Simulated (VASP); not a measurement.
Energy against volume of CsSnI3 (cubic perovskite). All values below come from PBE GGA with D3 dispersion (zero damping), VASP's PBE PAW potentials (set 64) (plane waves; VASP).

```csv
V (Å³/atom),E (eV/atom)
45.504,-3.02374
46.956,-3.03273
48.408,-3.03550
49.861,-3.03303
51.313,-3.02612
```

Fit a third-order Birch-Murnaghan equation of state.

The volume per atom comes out as 48.41 Å³/atom. The bulk modulus is 19.3 GPa and the pressure derivative of the bulk modulus is 4.64. The lattice constant a is 6.232 Å.

The compound is CsSnI3 in the cubic perovskite structure, the ideal cubic form; the compound distorts at low or room temperature. It was relaxed first.
